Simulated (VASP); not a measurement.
An input for Quantum ESPRESSO's pw.x (written as the equivalent of a VASP run, and not itself run):

```
&CONTROL
  calculation = 'vc-relax'
  pseudo_dir = './pseudo'
  outdir = './out'
  tprnfor = .true.
  tstress = .true.
  nstep = 40
  forc_conv_thr = 0.00078
/
&SYSTEM
  ibrav = 0
  nat = 2
  ntyp = 2
  ecutwfc = 84
  occupations = 'smearing'
  smearing = 'methfessel-paxton'
  degauss = 0.00735
  input_dft = 'pbe'
/
&ELECTRONS
  conv_thr = 7.3e-08
  electron_maxstep = 100
/
&IONS
/
&CELL
/
ATOMIC_SPECIES
  In 114.818 In.upf
  As 74.922 As.upf
CELL_PARAMETERS angstrom
     0.0000000    3.0929167    3.0929167
     3.0929167    0.0000000    3.0929167
     3.0929167    3.0929167    0.0000000
ATOMIC_POSITIONS crystal
  In   0.0000000  0.0000000  0.0000000
  As   0.2500000  0.2500000  0.2500000
K_POINTS automatic
  10 10 10 0 0 0
```

Problem. Translate this input to VASP (INCAR, KPOINTS, POSCAR, choice of POTCAR).

Solution. One answer among several that fit: 
KPOINTS:
```
K-points
0
Gamma
  10 10 10
0 0 0
```

INCAR:
```
ALGO=Normal
EDIFF=1E-6
EDIFFG=-0.02
ENCUT=500
GGA=PE
IBRION=2
ISIF=3
ISMEAR=1
LASPH=T
LCHARG=F
LMAXMIX=4
LREAL=F
LWAVE=F
NELM=100
NSW=40
PREC=Accurate
SIGMA=0.1
SYSTEM=InAs
```

File POSCAR:
```
InAs
1
    0.0000000000     3.0929167403     3.0929167403
    3.0929167403     0.0000000000     3.0929167403
    3.0929167403     3.0929167403     0.0000000000
In As
1 1
Direct
  0.0000000000   0.0000000000   0.0000000000
  0.2500000000   0.2500000000   0.2500000000
```

POTCAR, in this order: In_d As (PBE.64 set). Program: vasp_std.

The two are equivalent in intent, not identical: the potentials are each code's own (VASP's PAW set, PseudoDojo norm-conserving files in pw.x), so ENCUT and ecutwfc are chosen apart and not converted; conv_thr bounds pw.x's estimated SCF error, while EDIFF bounds the energy change between steps; forc_conv_thr acts on force components and is met together with etot_conv_thr.

The compound is InAs in the zinc blende structure. It was relaxed first, which changed the volume by +6 %.
